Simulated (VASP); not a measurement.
Si2B3:

```xyz
5
Lattice="2.6022 -1.5120 0.0000 2.6022 1.5120 0.0000 -0.1820 0.0000 6.0711" Properties=species:S:1:pos:R:3 pbc="T T T"
Si   -0.0768    0.0000    4.1083
Si    5.1254    0.0000    1.6671
B     1.5438    0.0000    5.9519
B     3.2772    0.0000    5.9359
B     3.4082    0.0000    2.8274
```

The cell was built by a generator and needn't be a form met in nature.

```yaml
Program: VASP 6.6.1
Task: relaxation of cell and atoms
Functional: PBE
Potentials_or_basis: VASP PAW PBE potentials, release 64 (Si, B)
Cutoff: 520 eV
k_mesh: 12 × 12 × 6
Occupations: gaussian, width 0.1 eV
Spin: no spin polarisation
```

At the start: pressure -0.6 GPa; volume 9.55 Å³/atom.

Q: How do energy, volume and symmetry change on relaxing?

A: Over 51 steps the energy falls by 135.8 meV/atom and the volume is 9.80 Å³/atom (+2.6 %); space group Cm (No. 8, to 0.05 Å).

Step by step:
```csv
step,energy change (eV),largest force (eV/Å),pressure (GPa),volume (Å³)
1,0.0000,0.6347,-0.61,47.77
3,-0.0351,0.2222,-0.59,47.45
5,-0.0533,0.2724,1.92,46.82
7,-0.0887,0.4610,1.54,47.06
9,-0.1438,1.6548,5.72,47.65
11,-0.1721,1.3642,4.13,47.59
13,-0.1923,1.4032,3.83,47.93
15,-0.2176,1.4553,3.18,48.62
17,-0.3511,0.7993,-2.21,50.41
19,-0.3703,0.7921,-4.32,51.27
21,-0.4603,0.4701,-0.97,50.46
23,-0.4835,0.3889,0.44,50.21
25,-0.5125,0.2785,0.11,50.42
27,-0.5342,0.3404,-0.67,50.69
29,-0.5716,0.5403,0.21,50.46
31,-0.5604,0.9265,0.69,50.33
33,-0.6181,0.5069,-0.46,50.41
35,-0.6399,0.4024,-1.87,50.42
37,-0.6705,0.1435,1.12,49.03
39,-0.6746,0.0773,0.04,49.27
41,-0.6774,0.0490,-0.36,49.24
43,-0.6785,0.0409,0.03,49.03
45,-0.6787,0.0394,0.03,49.01
47,-0.6789,0.0233,-0.04,49.02
49,-0.6790,0.0151,0.01,49.00
51,-0.6790,0.0069,0.01,49.00
```

Final structure:
```xyz
5
Lattice="2.6290 -1.5228 -0.4860 2.6290 1.5228 -0.4860 -1.2933 0.0000 6.3586" Properties=species:S:1:pos:R:3 pbc="T T T"
Si   -0.2941    0.0000    4.1429
Si    4.5169    0.0000    0.8711
B     0.3608    0.0000    6.0087
B     2.0399    0.0000    5.5028
B     3.0464    0.0000    2.3411
```
